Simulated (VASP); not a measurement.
Here is the system:

```xyz
2
Lattice="1.7700 -3.0657 0.0000 1.7700 3.0657 0.0000 0.0000 0.0000 5.5500" Properties=species:S:1:pos:R:3 pbc="T T T"
Tm     1.7700     1.0219     1.3875
Tm     1.7700    -1.0219     4.1625
```

Level of theory: PBE GGA with D3 dispersion (zero damping), VASP's PBE PAW potentials (set 64) (plane waves; VASP). Run with 520 eV cut-off, 11×11×6 Γ-centred mesh, first-order Methfessel-Paxton smearing of 0.10 eV, potentials Tm_3.

The 4f electrons are frozen in the core of the lanthanide potential, so 4f levels, which can set the real gap, and their magnetism are missing. Energy and stress use the plane-wave basis of the starting cell.

The ions, cell shape and volume are relaxed. What does this cell relax into?

```xyz
2
Lattice="1.7563 -3.0421 0.0000 1.7563 3.0421 0.0000 0.0000 0.0000 5.4136" Properties=species:S:1:pos:R:3 pbc="T T T"
Tm     1.7563     1.0140     1.3534
Tm     1.7563    -1.0140     4.0602
```
Space group P6_3/mmc (194), at a tolerance of 0.03 Å.

How do energy and volume change from the first to the last step?

The energy (σ→0) changes by -7.8 meV/atom and the volume by -4.0 %, in 7 ionic steps.

The compound is Tm in the hcp structure. This run relaxes it. Symmetry was kept, so distortions that lower it aren't found.
